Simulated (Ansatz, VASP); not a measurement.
# Cross-check of LiH between VASP and Ansatz

Wanted: the spread between two codes on one cell, functional and k mesh. The cell is taken from a series of runs on this material, whose earlier steps may have relaxed, scaled, displaced or heated it; both programs get it as it stands.

Main program and level: Ansatz 0.2.0; plane waves, with VASP 6.6.1 beside it; zone-centre phonons at LDA.

**1. The starting structure**

The structure is cubic, space group Fm-3m (No. 225). Conventional cell: a = 3.909 Å, b = 3.909 Å, c = 3.909 Å, α = 90.00°, β = 90.00°, γ = 90.00°. Li has 6 H at 1.95 Å nearest. Nearest to H lie 6 Li at 1.95 Å. Farther neighbours are not listed.

Structure file:

```cif
data_structure
_symmetry_space_group_name_H-M 'P 1'
_symmetry_Int_Tables_number 1
_cell_length_a 2.7643
_cell_length_b 2.7643
_cell_length_c 2.7643
_cell_angle_alpha 60.000
_cell_angle_beta 60.000
_cell_angle_gamma 60.000
_cell_volume 14.94
loop_
_atom_site_label
_atom_site_type_symbol
_atom_site_fract_x
_atom_site_fract_y
_atom_site_fract_z
_atom_site_occupancy
Li1 Li 0.00000 0.00000 0.00000 1
H2 H 0.50000 0.50000 0.50000 1
```

**2. Ansatz: zone-centre phonons, LDA**

Ansatz runs on norm-conserving files, of PseudoDojo where its log says so.

Second derivatives magnify differences that forces hide, and they need a tight electronic threshold.

File input.yaml:

```yaml
crystal:
  lattice:
    - [-1.9546478665, 0.0, 1.9546478665]
    - [0.0, 1.9546478665, 1.9546478665]
    - [-1.9546478665, 1.9546478665, 0.0]
  atoms:
    - { symbol: Li, position: [0.0, 0.0, 0.0] }
    - { symbol: H, position: [0.5, 0.5, 0.5] }
kpoints:
  mp_grid: { grid: [12, 12, 12] }
hamiltonian:
  xc: lda
  pseudopotentials: { kind: nc, accuracy: standard }
scf:
  occupations: { method: fixed }
output:
  eigenvalues: true
basis:
  ecutwfc: 1006.821
phonons:
  method: dfpt
  dielectric: true
  rigid_motions: translations
  qmesh: [4, 4, 4]
  temperatures: { t_max: 1000, t_step: 50 }
  qpath:
    path:
      - [[0.0, 0.0, 0.0], [0.0, 0.5, 0.5], [0.0, 0.625, 0.375]]
      - [[-0.375, 0.375, 0.0], [0.0, 0.0, 0.0], [0.0, 0.5, 0.0], [-0.25, 0.5, 0.25], [0.0, 0.5, 0.5]]
    npoints: 12
```

On the command line:

```
$ ansatz run input.yaml --threads 4 --pin off --max-ram 8192MiB --backend cpu --events-out ev --progress --plain --runs-dir out
```

The program printed:

```text
Warning: basis.ecutwfc = 1006.821 eV is below the records' recommended 1006.821291 eV, and the density's cutoff is lower with it unless basis.ecutrho_ratio is high enough to keep the records' density cutoff: compare with a run at a higher cutoff
Engine: ansatz 0.2.0, aarch64-unknown-linux-gnu
Pseudopotentials: kind: nc
Pseudopotential: Li, nc, valence charge 3, recommended cutoff 1006.821291 eV (normal), Li.nc.azcp (PseudoDojo's, or run here from an input of PseudoDojo's; its table is named by hamiltonian.pseudopotentials.accuracy)
Pseudopotential: H, nc, valence charge 1, recommended cutoff 1006.821291 eV (normal), H.nc.azcp (PseudoDojo's, or run here from an input of PseudoDojo's; its table is named by hamiltonian.pseudopotentials.accuracy)
Functional definition: SPW92
  exchange = slater_x
  correlation = pw_c
Crystal: 2 atoms, lattice volume = 14.936 Å³
Basis set: ecut = 1006.821 eV, 1067 PW (Γ), exchange–correlation on 60×60×60 points (8 copies of the dense FFT grid, shifted against one another)
Bands: 6, of which v1, the nominal top of the filled ones, is band 2 counted from 1 (1 counted from 0)
Symmetry: 48 space group operations
k-points: 163 of 1728 (irreducible under 8 space group operations, time reversal used)
Non-local potential: Li, projectors of the file, l = 0: 2, l = 1: 2
Non-local potential: H, projectors of the file, l = 0: 2, l = 1: 1
Initial density: superposition of atomic densities (chi_scale 0.1, normalization cell, long waves kept (reshape's long-wave potential 0.00 eV rms))
Initial wavefunctions: pseudopotential atomic-orbital guess
Functional: x = slater, c = lda
SCF iter   1: F=—  HF=-210.394898 eV  |F-HF|=—  |Δ(HF+E_count)|=         —  Δρ=6.35e-2  dr2=5.18e-1  ethr=3.10e-3  ⟨swp⟩=4.0  Hψ=7803  notcnv=0  defer=19
preconditioner: auto → none  [insulator: Δε(μ)=3.338 eV  Ē_g=15.038 eV  n_scr=0 (ndim 8)  ℏωp=13.6 eV  f_vac=0.000  ε∞_Penn≈1.8]
SCF iter   2: F=—  HF=-210.225265 eV  |F-HF|=—  |Δ(HF+E_count)|=   1.70e-1  Δρ=1.91e-2  dr2=5.07e-2  ethr=3.10e-3  ⟨swp⟩=1.9  Hψ=2558  notcnv=0  defer=283
SCF iter   3: F=—  HF=-210.208028 eV  |F-HF|=—  |Δ(HF+E_count)|=   1.72e-2  Δρ=1.48e-3  dr2=1.08e-4  ethr=1.27e-3  ⟨swp⟩=2.4  Hψ=1358  notcnv=0  defer=285
SCF iter   4: F=—  HF=-210.208097 eV  |F-HF|=—  |Δ(HF+E_count)|=   6.86e-5  Δρ=8.58e-5  dr2=1.06e-6  ethr=2.70e-6  ⟨swp⟩=2.1  Hψ=1422  notcnv=0  defer=312
SCF iter   5: F=—  HF=-210.208097 eV  |F-HF|=—  |Δ(HF+E_count)|=   9.98e-8  Δρ=1.65e-6  dr2=1.10e-10  ethr=2.64e-8  ⟨swp⟩=1.9  Hψ=1124  notcnv=0  defer=14
SCF iter   6: F=-210.208097 eV  HF=-210.208097 eV  |F-HF|=7.11e-13  |Δ(HF+E_count)|=  3.41e-10  Δρ=1.88e-7  dr2=1.61e-12  ethr=2.50e-12  ⟨swp⟩=7.0  Hψ=4914  notcnv=0
SCF 1 converged in 6 iterations: F = -210.208097 eV  dr2 = 1.61e-12
NSCF: frozen V_eff on 2 k-points
DFPT response loops at Γ: preconditioner auto → none (the input reference at scf.mixing.eps_inf says where Resta's filter doesn't serve); β = 0.50; Broyden in place of MSR1
── the response to a field inside a basis, on 14×14×14 k-points: an SCF that follows is theirs, and a resumed run solves both again ──
Bands: 3, of which v1, the nominal top of the filled ones, is band 2 counted from 1 (1 counted from 0)
k-points: 280 of 2744 (irreducible under 12 space group operations)
Initial density: handed on by an earlier stage of this run
Initial wavefunctions: pseudopotential atomic-orbital guess (no wavefunctions were taken with the density)
Eigensolver: Dense (280 Hₖ)
SCF iter   1: F=—  HF=-210.207992 eV  |F-HF|=—  |Δ(HF+E_count)|=         —  Δρ=6.36e-5  dr2=5.55e-8  ethr=1.00e-1
preconditioner: auto → none  [insulator: Δε(μ)=2.797 eV  Ē_g=9.309 eV  n_scr=0 (ndim 8)  ℏωp=13.6 eV  f_vac=0.000  ε∞_Penn≈3.1]
SCF iter   2: F=-210.207993 eV  HF=-210.207993 eV  |F-HF|=2.00e-8  |Δ(HF+E_count)|=   5.85e-8  Δρ=3.19e-5  dr2=1.40e-8  ethr=1.39e-9
SCF 1 converged in 2 iterations: F = -210.207993 eV  dr2 = 1.40e-8
DFPT response loops at Γ: mixed as the last ones told, above
WARN: field response: ε∞ stands inside a basis, on 14×14×14 points; the force constants stand on the 12×12×12 k-mesh, whose period is 13.91 times the interband length at k = (0.0000, -0.5000, -0.5000), direct gap 2.544 eV, under 14: take them and everything formed from them as unconverged, and compare with a denser kpoints.mp_grid
NSCF: frozen V_eff on 72 k-points
NSCF: frozen V_eff on 1872 k-points
DFPT response loops at q = (0, 0, 0.25) (fractional): mixed as the last ones told, above
NSCF: frozen V_eff on 952 k-points
DFPT response loops at q = (0, 0, -0.5) (fractional): mixed as the last ones told, above
NSCF: frozen V_eff on 1020 k-points
DFPT response loops at q = (0, 0.25, 0.25) (fractional): mixed as the last ones told, above
NSCF: frozen V_eff on 3456 k-points
DFPT response loops at q = (0, 0.25, -0.5) (fractional): mixed as the last ones told, above
NSCF: frozen V_eff on 1872 k-points
DFPT response loops at q = (0, 0.25, -0.25) (fractional): mixed as the last ones told, above
NSCF: frozen V_eff on 560 k-points
DFPT response loops at q = (0, -0.5, -0.5) (fractional): mixed as the last ones told, above
NSCF: frozen V_eff on 1020 k-points
DFPT response loops at q = (0.25, -0.5, -0.25) (fractional): mixed as the last ones told, above
SCF converged after 6 iterations
Free energy (F): -210.208097 eV
Harris-Foulkes:  -210.208097 eV  (|F-HF|=7.11e-13)
Internal energy: -210.208097 eV  (E = F + TS)
E sigma→0 (E₀):  -210.208097 eV
Fermi energy:    1.040826 eV
--- Per-component energies (eV) ---
  E_band       = -87.745524
  E_kinetic    = 155.563960
  E_local      = -133.782100  (includes V_loc(G=0)·N_el)
  E_nonlocal   = -124.715002
  E_hartree    = 42.552790
  E_xc         = -53.345598
  E_vxc        = -69.917953  (∫ρ·V_xc dr)
  E_ewald      = -96.482147
  E_smearing   = -0.000000  (= −TS)
  E_closure    = 0.000000  (closes the sum)
  Σ components = -210.208097   (vs F -210.208097, Δ=0.00e0)
--- Band table (eV; the first three rows and the last of 163) ---
  k-point 0: bands = ["-42.3543", "-4.7977", "18.1693", "19.2111", "19.2111", "19.2111"]
  k-point 1: bands = ["-42.3497", "-4.6742", "16.7629", "18.7116", "18.9123", "18.9123"]
  k-point 2: bands = ["-42.3370", "-4.3089", "13.8570", "17.7333", "18.3490", "18.3490"]
  k-point 162: bands = ["-42.2641", "1.0408", "3.5851", "11.8005", "11.8005", "15.1809"]
--- Phonons (Γ-DFPT): 2 representative perturbations + reference, on 163 of 1728 k-points (Σ response iterations 6) ---
  k mesh reduced under 8 symmetry operations, with k and −k counted as one. Each operation leaves every solved perturbation unchanged. A smaller set is not considered because the run solves the response to a homogeneous field
  ASR residual: 9.287e-5 → 0.000e0 eV/Å²; symmetrization residual: 2.752e-9 eV/Å²
  ASR residual per site (eV/Å²): 9.29e-5 6.28e-5
  Γ frequencies (cm⁻¹): 0.00 0.00 0.00 647.44 647.44 647.44
  ε∞ (high-frequency dielectric tensor):
        4.978550     0.000000     0.000000
        0.000000     4.978550     0.000000
        0.000000     0.000000     4.978550
  ε⁰ (static dielectric tensor: ions relaxed, cell fixed):
       14.365299     0.000000    -0.000000
        0.000000    14.365299     0.000000
       -0.000000     0.000000    14.365299
  ε⁰ − ε∞ (ionic part):
        9.386748     0.000000    -0.000000
        0.000000     9.386748     0.000000
       -0.000000     0.000000     9.386748
  softest optical mode at Γ: 647.44 cm⁻¹; the repairs (sum rule, projections) moved no ω² at Γ by more than (4.12 cm⁻¹)²
  Born effective charges Z* (e; rows j = field, columns β = displacement):
    site 0:
         1.02529    0.00000   -0.00000
         0.00000    1.02529   -0.00000
        -0.00000   -0.00000    1.02529
    site 1:
        -1.02529   -0.00000    0.00000
        -0.00000   -1.02529    0.00000
         0.00000    0.00000   -1.02529
  Z* charge neutrality: 1.560e-4 e pre-enforcement
  solved inside a basis spanned on kpoints, on 14×14×14 k-points, its susceptibility summed on 16×16×16: ε∞ is read to err by 2.0e-2, Z* by 7.0e-3 e (field_mesh: kpoints solves on kpoints); Z* is corrected for what the basis lacks
  optical modes at Γ without the LO–TO term, one row a degenerate level:
      ω (cm⁻¹)  modes    IR ((D/Å)²/amu)
        647.44      3            82.6632
  optical modes at Γ + LO–TO along q̂ = [1.0000, 0.0000, 0.0000]:
      ω (cm⁻¹)  modes    IR ((D/Å)²/amu)
        647.44      2            55.1088
       1099.78      1            27.5544
  optical modes at Γ + LO–TO along q̂ = [0.0000, 1.0000, 0.0000]:
      ω (cm⁻¹)  modes    IR ((D/Å)²/amu)
        647.44      2            55.1088
       1099.78      1            27.5544
  optical modes at Γ + LO–TO along q̂ = [0.0000, 0.0000, 1.0000]:
      ω (cm⁻¹)  modes    IR ((D/Å)²/amu)
        647.44      2            55.1088
       1099.78      1            27.5544
--- Phonons (arbitrary-q DFPT): 8 irreducible q on the 4×4×4 mesh ---
  q = [0.0000, 0.0000, 0.0000] (star 1, of the zone-centre solve; hermiticity 4.06e-9, symmetrization 5.74e-16): -0.00 -0.00 -0.00 647.44 647.44 647.44
  q = [0.0000, 0.0000, 0.2500] (star 8, 2 solved perturbations on 936 of 1728 k-point pairs; hermiticity 7.79e-8, symmetrization 4.80e-13): 219.08 219.08 370.30 779.83 779.83 1100.29
  q = [0.0000, 0.0000, -0.5000] (star 4, 2 solved perturbations on 476 of 1728 k-point pairs; hermiticity 9.68e-14, symmetrization 3.44e-13): 299.39 299.39 539.60 834.76 834.76 1077.34
  q = [0.0000, 0.2500, 0.2500] (star 6, 4 solved perturbations in 1608 linear systems a pass and spin channel, the states on 510 of 1728 k-point pairs; hermiticity 7.18e-8, symmetrization 3.97e-13): 259.46 259.46 364.66 767.75 767.75 1080.13
  q = [0.0000, 0.2500, -0.5000] (star 24, 4 solved perturbations in 5328 linear systems a pass and spin channel, the states on 1728 of 1728 k-point pairs; hermiticity 8.04e-8, symmetrization 2.60e-13): 318.91 352.81 462.70 843.94 898.93 1038.62
  q = [0.0000, 0.2500, -0.2500] (star 12, 4 solved perturbations in 2892 linear systems a pass and spin channel, the states on 936 of 1728 k-point pairs; hermiticity 2.96e-8, symmetrization 2.85e-13): 288.59 344.34 455.61 836.73 866.84 1054.92
  q = [0.0000, -0.5000, -0.5000] (star 3, 4 solved perturbations in 886 linear systems a pass and spin channel, the states on 280 of 1728 k-point pairs; hermiticity 9.38e-8, symmetrization 3.50e-13): 336.75 336.75 450.52 861.10 861.10 1047.53
  q = [0.2500, -0.5000, -0.2500] (star 6, 4 solved perturbations in 1544 linear systems a pass and spin channel, the states on 510 of 1728 k-point pairs; hermiticity 1.22e-7, symmetrization 3.77e-13): 373.66 402.60 402.60 913.98 959.53 959.53
  sum rule: each row above includes the acoustic sum rule's correction from the zone centre's row sums; it moved no ω² by more than (4.11 cm⁻¹)²
  mesh force constants: q→R imaginary residual 1.46e-18; ASR residual 9.287e-5 → 0.000e0 eV/Å²; symmetrization residual 8.882e-16 eV/Å²
  interpolated dispersion: 75 rows × 6 modes
  density of states and harmonic sums: on the 28×28×28 q-mesh, interpolated from the force constants of a 4×4×4 supercell (with the dipole–dipole term)
  largest difference from the sums on the solved wave vectors: F 7.07e-3 eV, S 1.13e-5 and C_V 3.87e-6 eV/K
  zero-point energy: 0.235212 eV/cell   skipped modes (ω ≤ 0): 3   left out of the sums: 2.28e-5 of the cell's modes: C_V's classical limit lies that fraction below 3 k_B per atom; for a crystal, a wire or a layer, F and S can be off by more, and a phonons.interpolated_qmesh denser along its periods is the remedy for the sampling
```

Reading the cycles: dr2 is the Hartree energy of the density residual (eV), the measure of convergence; HF is the Harris–Foulkes estimate of the energy, which meets the free energy F at convergence.

(Continued in part 2 of 2.)

[Lines on the potential files, build, host, timing and source positions are cut from VASP's logs without a mark.]

[Logs are printed without paths, hosts, clocks, repeated set-up lines and the standing remarks that a program may print on its own settings, such as how far it seeks lower states.]

[Hosts, paths, dates, database ids (printed as entryN), source tags and the programs' standing remarks are cut or masked in the printed files.]
